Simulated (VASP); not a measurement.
Output of a VASP run:

### OUTCAR
```
 ion  position               nearest neighbor table
   1  0.231  0.825  0.750-   7 1.72   9 1.73  11 1.73  11 1.73   4 2.98   5 2.98   6 3.03   6 3.03
                             3 3.03   3 3.03
   2  0.769  0.175  0.250-   8 1.72  10 1.73  12 1.73  12 1.73   3 2.98   6 2.98   5 3.03   5 3.03
                             4 3.03   4 3.03
   3  0.406  0.231  0.250-   8 1.72  11 1.73  13 1.73  13 1.73   2 2.98   6 2.98   5 3.03   5 3.03
                             1 3.03   1 3.03
   4  0.594  0.769  0.750-   7 1.72  12 1.73  14 1.73  14 1.73   1 2.98   5 2.98   6 3.03   6 3.03
                             2 3.03   2 3.03
   5  0.175  0.406  0.750-   7 1.72  13 1.73  10 1.73  10 1.73   4 2.98   1 2.98   2 3.03   2 3.03
                             3 3.03   3 3.03
   6  0.825  0.594  0.250-   8 1.72  14 1.73   9 1.73   9 1.73   3 2.98   2 2.98   1 3.03   1 3.03
                             4 3.03   4 3.03
   7  0.333  0.667  0.750-   1 1.72   5 1.72   4 1.72
   8  0.667  0.333  0.250-   2 1.72   6 1.72   3 1.72
   9  0.969  0.670  0.750-   1 1.73   6 1.73   6 1.73
  10  0.031  0.330  0.250-   2 1.73   5 1.73   5 1.73
  11  0.299  0.969  0.250-   3 1.73   1 1.73   1 1.73
  12  0.701  0.031  0.750-   4 1.73   2 1.73   2 1.73
  13  0.330  0.299  0.750-   5 1.73   3 1.73   3 1.73
  14  0.670  0.701  0.250-   6 1.73   4 1.73   4 1.73
  LATTYP: Found a hexagonal cell.
 ALAT       =     7.5634750000
 C/A-ratio  =     0.3820349773
 Subroutine PRICEL returns:
 Original cell was already a primitive cell.
 Subroutine GETGRP returns: Found 12 space group operations
The static configuration has the point symmetry S_6 .
 The point group associated with its full space group is C_6h.
The dynamic configuration has the point symmetry S_6 .
 Subroutine INISYM returns: Found 12 space group operations
 Subroutine IBZKPT returns following result:
 Found      2 irreducible k-points:

 Following reciprocal coordinates:
            Coordinates               Weight
  0.250000  0.250000  0.250000     12.000000
 -0.250000  0.250000  0.250000     12.000000
   k-points           NKPTS =      2   k-points in BZ     NKDIM =      2   number of bands    NBANDS=     40
   number of dos      NEDOS =    301   number of ions     NIONS =     14
   total plane-waves  NPLWV =  41472
   dimension x,y,z NGX =    48 NGY =   48 NGZ =   18
   dimension x,y,z NGXF=    96 NGYF=   96 NGZF=   36
   ions per type =               6   8
   PREC   = accura    normal or accurate (medium, high low for compatibility)
   ISTART =      0    job   : 0-new  1-cont  2-samecut
   ICHARG =      2    charge: 1-file 2-atom 10-const
   ISPIN  =      1    spin polarized calculation?
   LNONCOLLINEAR =      F non collinear calculations
   LSORBIT =      F    spin-orbit coupling
   INIWAV =      1    electr: 0-lowe 1-rand  2-diag
   ENCUT  =  320.0 eV  23.52 Ry    4.85 a.u.  11.03 11.03  4.21*2*pi/ulx,y,z
   NELM   =    100;   NELMIN=  2; NELMDL= -5     # of ELM steps
   EDIFF  = 0.1E-02   stopping-criterion for ELM
   LREAL  =      T    real-space projection
   NLSPLINE    = F    spline interpolate recip. space projectors
   LMAXMIX     =    2 max onsite mixed and CHGCAR
   VOSKOWN=      0    Vosko Wilk Nusair interpolation
   EDIFFG = 0.1E-01   stopping-criterion for IOM
   NSW    =      0    number of steps for IOM
   NBLOCK =      1;   KBLOCK =      1    inner block; outer block
   IBRION =     -1    ionic relax: 0-MD 1-quasi-New 2-CG
   NFREE  =      0    steps in history (QN), initial steepest desc. (CG)
   ISIF   =      2    stress and relaxation
   ISYM   =      2    0-nonsym 1-usesym 2-fastsym
   TEIN   =    0.0    initial temperature
   TEBEG  =    0.0;   TEEND  =   0.0 temperature during run
   SMASS  =  -3.00    Nose mass-parameter (am)
   PSTRESS=    0.0 pullay stress
   NELECT =      64.0000    total number of electrons
   EFERMI =   0.00;   METHOD = LEGACY
   ISMEAR =     0;   SIGMA  =   0.27  broadening in eV -4-tet -1-fermi 0-gaus
   IALGO  =     38    algorithm
   LDIAG  =      T    sub-space diagonalisation (order eigenvalues)
   IMIX   =      4    mixing-type and parameters
     AMIX     =   0.40;   BMIX     =  1.00
     AMIX_MAG =   1.60;   BMIX_MAG =  1.00
     AMIN     =   0.10
   GGA     = PE    functional components
   VOSKOWN =     0    Vosko Wilk Nusair interpolation
...
```

File OSZICAR:
```
       N       E                     dE             d eps       ncg     rms          rms(c)
DAV:   1     0.216088344031E+03    0.21609E+03   -0.24667E+04   168   0.101E+03
DAV:   2    -0.115424625065E+03   -0.33151E+03   -0.32308E+03   216   0.249E+02
DAV:   3    -0.130822534308E+03   -0.15398E+02   -0.15323E+02   192   0.616E+01
DAV:   4    -0.131069495863E+03   -0.24696E+00   -0.24628E+00   192   0.785E+00
DAV:   5    -0.131077235998E+03   -0.77401E-02   -0.77364E-02   192   0.133E+00    0.298E+01
DAV:   6    -0.116128598018E+03    0.14949E+02   -0.57457E+01   192   0.310E+01    0.143E+01
DAV:   7    -0.115953978182E+03    0.17462E+00   -0.29998E+00   208   0.688E+00    0.694E+00
DAV:   8    -0.115907473656E+03    0.46505E-01   -0.18922E-01   192   0.207E+00    0.203E+00
DAV:   9    -0.115906683436E+03    0.79022E-03   -0.39427E-02   192   0.102E+00    0.309E-01
DAV:  10    -0.115908807122E+03   -0.21237E-02   -0.29817E-03   168   0.258E-01    0.136E-01
DAV:  11    -0.115909205841E+03   -0.39872E-03   -0.44771E-04   128   0.119E-01
   1 F= -.11590921E+03 E0= -.11590921E+03  d E =-.135351E-10
```

OUTCAR:
```
------------------------ aborting loop because EDIFF is reached ----------------------------------------
  FORCE on cell =-STRESS in cart. coord.  units (eV):
  Direction    XX          YY          ZZ          XY          YZ          ZX
  --------------------------------------------------------------------------------------
  Total       -5.3176547     -5.3176556    -14.6716461      0.0000003      0.0000000      0.0000000
  in kB      -59.5158717    -59.5158809   -164.2069389      0.0000034      0.0000000      0.0000000
  external PRESSURE =     -94.4128972 kB  Pullay stress =       0.0000000 kB
  volume of cell :      143.15
      direct lattice vectors                 reciprocal lattice vectors
     7.563475000  0.000000000  0.000000000     0.132214359  0.076334000  0.000000000
    -3.781738000  6.550162000  0.000000000     0.000000000  0.152667980  0.000000000
     0.000000000  0.000000000  2.889512000     0.000000000  0.000000000  0.346079200
 POSITION                                       TOTAL-FORCE (eV/Angst)
 -----------------------------------------------------------------------------------
     -1.37198      5.40356      2.16713        -0.001754     -0.193672      0.000000
      5.15371      1.14661      0.72238         0.001754      0.193672      0.000000
      2.19787      1.51361      0.72238         0.166848     -0.098355     -0.000000
      1.58387      5.03655      2.16713        -0.166848      0.098355      0.000000
     -0.21189      2.66022      2.16713         0.168602      0.095317     -0.000000
      3.99363      3.88994      0.72238        -0.168602     -0.095317     -0.000000
     -0.00000      4.36678      2.16713         0.000000     -0.000000      0.000000
      3.78174      2.18339      0.72238         0.000000     -0.000000     -0.000000
      4.79725      4.38763      2.16713         0.408171      0.149632      0.000000
     -1.01551      2.16254      0.72238        -0.408171     -0.149632      0.000000
     -1.40117      6.34835      0.72238         0.074500      0.428302     -0.000000
      5.18291      0.20181      2.16713        -0.074500     -0.428302      0.000000
      1.36506      1.96073      2.16713        -0.333670      0.278670     -0.000000
      2.41668      4.58944      0.72238         0.333670     -0.278670     -0.000000
 -----------------------------------------------------------------------------------
    total drift:                                0.000000      0.000000      0.000000
  FREE ENERGIE OF THE ION-ELECTRON SYSTEM (eV)
  ---------------------------------------------------
  free  energy   TOTEN  =      -115.9092058415 eV

  energy  without entropy=     -115.9092058415  energy(sigma->0) =     -115.90920584
```
(Selected blocks of OUTCAR.)

### POSCAR
```
Si3N4
1
    7.5634750000     0.0000000000     0.0000000000
   -3.7817380000     6.5501620000     0.0000000000
    0.0000000000     0.0000000000     2.8895120000
Si N
6 8
Direct
  0.2310800000   0.8249500000   0.7500000000
  0.7689200000   0.1750500000   0.2500000000
  0.4061300000   0.2310800000   0.2500000000
  0.5938700000   0.7689200000   0.7500000000
  0.1750500000   0.4061300000   0.7500000000
  0.8249500000   0.5938700000   0.2500000000
  0.3333330000   0.6666670000   0.7500000000
  0.6666670000   0.3333330000   0.2500000000
  0.9691900000   0.6698500000   0.7500000000
  0.0308100000   0.3301500000   0.2500000000
  0.2993400000   0.9691900000   0.2500000000
  0.7006600000   0.0308100000   0.7500000000
  0.3301500000   0.2993400000   0.7500000000
  0.6698500000   0.7006600000   0.2500000000
```

**Question.** Reconstruct the remaining input files.

**Answer.** This is not unique; one that fits is the input of the run itself, PBE GGA, plane waves, VASP's PBE PAW potentials (set 64).

KPOINTS:
```
Automatic mesh
0
Gamma
2 2 2
0.5 0.5 0.5
```

**INCAR**
```
SYSTEM = Si3N4
PREC = Accurate; ENCUT = 320; LREAL = Auto
LASPH = T
EDIFF = 1E-03; NELM = 100; ALGO = Normal
ISMEAR = 0; SIGMA = 0.272
GGA = PE
ISIF = 2
LWAVE = F; LCHARG = F
```

POTCAR, in this order: Si N (PBE.64 set). Program: vasp_std.

At this cut-off the stress carries a Pulay error, which pulls relaxed volumes low.

The structure comes from a computed database's Si3N4 entry; how it stands against other phases isn't given here. The cell was not relaxed at this level. The k-mesh is coarse (spacing up to 1.09 per Å, 2π included), so the numbers may not be converged in it. The run is one of a series of settings (EDIFF = 1E-03, ENCUT = 320, SIGMA = 0.272, KPOINTS 2×2×2 Γ-centred mesh shifted by (0.5, 0.5, 0.5) against the base run), some of them coarse on purpose.
